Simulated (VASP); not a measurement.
OSZICAR of a VASP run on Ti24O47:

### OSZICAR
```
       N       E                     dE             d eps       ncg     rms          rms(c)
DAV:   1     0.614966820408E+04    0.61497E+04   -0.14416E+05   912   0.146E+03
DAV:   2     0.161700368116E+04   -0.45327E+04   -0.43362E+04  1016   0.442E+02
DAV:   3    -0.420716011605E+03   -0.20377E+04   -0.19668E+04  1184   0.261E+02
DAV:   4    -0.822417725108E+03   -0.40170E+03   -0.39932E+03  1448   0.122E+02
DAV:   5    -0.834059275496E+03   -0.11642E+02   -0.11533E+02  1280   0.198E+01    0.147E+02
RMM:   6    -0.615625671514E+03    0.21843E+03   -0.11610E+03   958   0.719E+01    0.200E+01
RMM:   7    -0.624366792064E+03   -0.87411E+01   -0.15685E+02   928   0.347E+01    0.417E+01
RMM:   8    -0.633671827202E+03   -0.93050E+01   -0.65928E+01   954   0.137E+01    0.542E+01
RMM:   9    -0.664659497339E+03   -0.30988E+02   -0.19245E+02  1264   0.245E+01    0.567E+01
RMM:  10    -0.642026911902E+03    0.22633E+02   -0.19507E+01   916   0.110E+01    0.392E+01
RMM:  11    -0.633866321199E+03    0.81606E+01   -0.22339E+01   960   0.728E+00    0.279E+01
RMM:  12    -0.627994990445E+03    0.58713E+01   -0.21444E+01  1037   0.763E+00    0.164E+01
RMM:  13    -0.626152323685E+03    0.18427E+01   -0.70630E+00  1060   0.476E+00    0.102E+01
RMM:  14    -0.625625067002E+03    0.52726E+00   -0.25132E+00  1128   0.278E+00    0.696E+00
RMM:  15    -0.625513578545E+03    0.11149E+00   -0.54032E-01  1111   0.132E+00    0.587E+00
RMM:  16    -0.625442908425E+03    0.70670E-01   -0.21201E-01  1020   0.811E-01    0.501E+00
RMM:  17    -0.625208146862E+03    0.23476E+00   -0.64393E-01  1146   0.144E+00    0.276E+00
RMM:  18    -0.625157875221E+03    0.50272E-01   -0.12107E-01  1059   0.660E-01    0.197E+00
RMM:  19    -0.625120443408E+03    0.37432E-01   -0.12239E-01  1105   0.665E-01    0.106E+00
RMM:  20    -0.625107872711E+03    0.12571E-01   -0.71824E-02  1038   0.474E-01    0.473E-01
RMM:  21    -0.625107553501E+03    0.31921E-03   -0.11324E-02  1061   0.187E-01    0.421E-01
RMM:  22    -0.625104805089E+03    0.27484E-02   -0.18421E-02  1091   0.279E-01    0.126E-01
RMM:  23    -0.625104870420E+03   -0.65331E-04   -0.28097E-03  1013   0.833E-02    0.139E-01
RMM:  24    -0.625104785234E+03    0.85186E-04   -0.41440E-04   925   0.443E-02    0.978E-02
RMM:  25    -0.625104800859E+03   -0.15624E-04   -0.27128E-04   882   0.383E-02    0.588E-02
RMM:  26    -0.625104823397E+03   -0.22538E-04   -0.17079E-04   852   0.231E-02    0.527E-02
RMM:  27    -0.625104801050E+03    0.22346E-04   -0.53602E-04  1168   0.496E-02    0.272E-02
RMM:  28    -0.625104795245E+03    0.58057E-05   -0.28201E-05   545   0.120E-02
   1 F= -.62510480E+03 E0= -.62508922E+03  d E =-.625105E+03  mag=     2.0000
       N       E                     dE             d eps       ncg     rms          rms(c)
DAV:   1    -0.625104451576E+03    0.34947E-03   -0.20536E-01   984   0.106E+00    0.200E-01
RMM:   2    -0.625104904626E+03   -0.45305E-03   -0.87749E-03   918   0.260E-01    0.296E-01
RMM:   3    -0.625105078608E+03   -0.17398E-03   -0.25138E-03  1041   0.110E-01    0.203E-01
RMM:   4    -0.625104960608E+03    0.11800E-03   -0.75933E-04   961   0.642E-02    0.172E-01
RMM:   5    -0.625104975472E+03   -0.14864E-04   -0.74385E-04   989   0.579E-02    0.118E-01
RMM:   6    -0.625104964379E+03    0.11093E-04   -0.16473E-04   879   0.310E-02    0.920E-02
RMM:   7    -0.625104902500E+03    0.61879E-04   -0.12717E-04   861   0.222E-02    0.607E-02
RMM:   8    -0.625104893878E+03    0.86224E-05   -0.85806E-05   801   0.152E-02
   2 F= -.62510489E+03 E0= -.62508933E+03  d E =-.986333E-04  mag=     2.0000
       N       E                     dE             d eps       ncg     rms          rms(c)
DAV:   1    -0.625105041970E+03   -0.13947E-03   -0.42947E-02   992   0.485E-01    0.725E-02
RMM:   2    -0.625105133941E+03   -0.91971E-04   -0.16519E-03   917   0.114E-01    0.120E-01
RMM:   3    -0.625105156923E+03   -0.22983E-04   -0.40467E-04  1015   0.464E-02    0.807E-02
RMM:   4    -0.625105128605E+03    0.28318E-04   -0.97895E-05   840   0.241E-02    0.611E-02
RMM:   5    -0.625105125655E+03    0.29502E-05   -0.11455E-04   859   0.241E-02    0.383E-02
RMM:   6    -0.625105124907E+03    0.74861E-06   -0.28724E-05   612   0.140E-02
   3 F= -.62510512E+03 E0= -.62508955E+03  d E =-.329662E-03  mag=     2.0000
       N       E                     dE             d eps       ncg     rms          rms(c)
DAV:   1    -0.625105246599E+03   -0.12094E-03   -0.97847E-02  1012   0.761E-01    0.791E-02
RMM:   2    -0.625105430276E+03   -0.18368E-03   -0.25929E-03   920   0.147E-01    0.995E-02
RMM:   3    -0.625105474029E+03   -0.43753E-04   -0.69619E-04  1012   0.656E-02    0.538E-02
RMM:   4    -0.625105456914E+03    0.17114E-04   -0.11943E-04   932   0.307E-02    0.481E-02
RMM:   5    -0.625105449339E+03    0.75749E-05   -0.89105E-05   892   0.235E-02
   4 F= -.62510545E+03 E0= -.62508985E+03  d E =-.324433E-03  mag=     2.0000
```

Q: Which electronic solver shows in the log?

A: It is blocked Davidson (ALGO = Normal, or the opening steps of other solvers) and then RMM-DIIS (ALGO = Fast or VeryFast). The INCAR had ALGO = Fast.

Q: How was spin treated?

A: Collinear spin (ISPIN = 2): the summary line carries one mag value, 2.00 μB in the cell.

Q: Can the final energy be trusted as converged?

A: The calculation finished and met its thresholds. It stopped with EDIFF = 1E-5, NELM = 100, NSW = 120 and EDIFFG = -0.03 after 4 ionic steps (PBE GGA, plane waves, VASP's PBE PAW potentials (set 64)).  The supercell is sampled at Γ alone, which is coarse: total energies, pressure and levels can be off, energies of defects by several tenths of an eV.

The cell is a supercell with a defect, built from TiO2 (rutile): vac_O. The total moment is imposed (NUPDOWN), so this need not be the lowest spin state.
